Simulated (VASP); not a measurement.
Input:

```
Pt3Ti
1.0
    3.81814     0.00000     0.00000
    0.00000     3.81814     0.00000
    0.00000     0.00000     3.81814
Ti Pt
1 3
Cartesian
  0.00000   0.00000   0.00000
  0.00000   1.90907   1.90907
  1.90907   0.00000   1.90907
  1.90907   1.90907   0.00000
```

These are PBE GGA, VASP's PBE PAW potentials (set 64) (plane waves; VASP) values and carry that method's errors. Settings: 500 eV cut-off, 8×8×8 Γ-centred mesh, first-order Methfessel-Paxton smearing of 0.10 eV, potentials Ti_sv Pt.

Energy and stress use the plane-wave basis of the starting cell.

Problem. The ions, cell shape and volume at an external pressure of 45.0 GPa are relaxed. Which structure does the run end with?

Solution. 
```
Pt3Ti
1.0
    3.77145     0.00000     0.00000
    0.00000     3.77145     0.00000
    0.00000     0.00000     3.77145
Ti Pt
1 3
Cartesian
  0.00000   0.00000   0.00000
  0.00000   1.88573   1.88573
  1.88573   0.00000   1.88573
  1.88573   1.88573   0.00000
```
Space group Pm-3m (221), at a tolerance of 0.03 Å.

Problem. How do energy and volume change from the first to the last step?

Solution. The energy (σ→0) changes by +117.0 meV/atom and the volume by -3.6 %, in 5 ionic steps.

| step | E(σ→0) (eV) | max force (eV/Å) | pressure (GPa) | volume (Å³) |
|---|---|---|---|---|
| 1 | -29.0560 | 0.000 | 29.91 | 55.66 |
| 2 | -24.2303 | 0.000 | 145.02 | 45.76 |
| 3 | -28.6316 | 0.000 | 43.79 | 53.80 |
| 4 | -28.5988 | 0.000 | 44.73 | 53.68 |
| 5 | -28.5878 | 0.000 | 45.06 | 53.64 |

The compound is Pt3Ti in the L1_2 structure. This run relaxes it under an external pressure of 45 GPa. Symmetry was kept, so distortions that lower it aren't found.
